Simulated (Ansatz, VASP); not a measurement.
Si in VASP and in Ansatz

The input INCAR:

```
SYSTEM = Si
  PREC = Accurate
  ENCUT = 520
  EDIFF = 1E-6
  ISMEAR = 0
  SIGMA = 0.1
  LREAL = .False.
  LASPH = .True.
  NELM = 100
  ALGO = Normal
  ISIF = 2
  LWAVE = .False.
  LCHARG = .True.
  GGA = PE
  LELF = .True.
  LVHAR = .True.
  NBANDS = 11
```

Contents of KPOINTS:

```
Automatic mesh
0
Gamma
  6 6 6
  0 0 0
```

POSCAR

```
Si
1.0
    0.0000000000      2.7218511900      2.7218511900
    2.7218511900      0.0000000000      2.7218511900
    2.7218511900      2.7218511900      0.0000000000
Si
2
Direct
    0.7500000000      0.7500000000      0.7500000000
    0.5000000000      0.5000000000      0.5000000000
```

Input for Ansatz:

```yaml
crystal:
  lattice:
    - [0.0, 2.72185119, 2.72185119]
    - [2.72185119, 0.0, 2.72185119]
    - [2.72185119, 2.72185119, 0.0]
  atoms:
    - { symbol: Si, position: [0.75, 0.75, 0.75] }
    - { symbol: Si, position: [0.5, 0.5, 0.5] }
basis:
  ecutwfc: 420
kpoints:
  mp_grid: { grid: [6, 6, 6] }
hamiltonian:
  xc: pbe
scf:
  occupations: { method: gaussian, width: 0.1 }
output:
  forces: true
  stress: true
  eigenvalues: true
```

Alike in both runs: task single point; functional PBE; k mesh 6 × 6 × 6; occupations gaussian, width 0.1 eV; no spin polarisation.

|  | VASP | Ansatz |
| --- | --- | --- |
| version | VASP 6.6.1 | Ansatz 0.2.0 |
| potentials or method | VASP PAW PBE potentials, release 64 (Si) | scalar-relativistic, plane waves, PAW |
| plane-wave cutoff (eV) | 520 | 420 |
| valence electrons in the cell | 8 | 8 |

```tsv
	VASP	Ansatz	Ansatz less VASP
gap on the k mesh at the Fermi level (eV)	0.72	0.72	-0.002
least direct gap on the mesh (eV)	2.56	2.55	-0.005
pressure (GPa)	1.3	1.4	+0.08
```

A k mesh can miss the band edges. Expect the measured gap to be larger: semilocal functionals such as PBE lack the derivative discontinuity.
